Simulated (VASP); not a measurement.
Runs of VASP 6.6.1 on ZnBr. The structure is hexagonal, space group P6/mmm (No. 191). Conventional cell: a = 4.919 Å, b = 4.919 Å, c = 4.986 Å, α = 90.00°, β = 90.00°, γ = 120.00°. Around Zn (site symmetry 6/mmm) lie 2 Br at 2.49 Å. Br (site symmetry 6/mmm) has 2 Zn at 2.49 Å as nearest neighbours. The cell was built by a generator and needn't be a form met in nature.

| screening parameter | gap on the mesh (eV) | pressure (GPa) |
| --- | --- | --- |
| 0.1 | none | (a) |
| 0.3 | none | 0.0 |
| 0.2 | none | -0.1 |
| 0.4 | none | 0.0 |
| 0.15 | none | -0.1 |
| 0.6 | none | 0.1 |

Alike in all rows: task single point; level HSE(alpha, omega); potentials or basis VASP PAW PBE potentials, release 64 (Zn, Br); no spin polarisation; cell as given; k mesh 3 × 3 × 3; cutoff (eV) 520; smearing fermi-dirac 0.05 eV; the mesh is coarse, so values aren't converged.

Task: Fill in the values left out.

Result: (a) -0.2.

Caveats: all runs use coarse meshes; the PAW data sets were made with another functional, which shifts forces and pressure a little; an odd number of electrons without spin polarisation forces a metal; a magnetic or distorted state may lie lower.

A k mesh can miss the band edges, and the runs leave out spin-orbit coupling on Br.

A gap of «none» marks a metal or a gap under the smearing width.
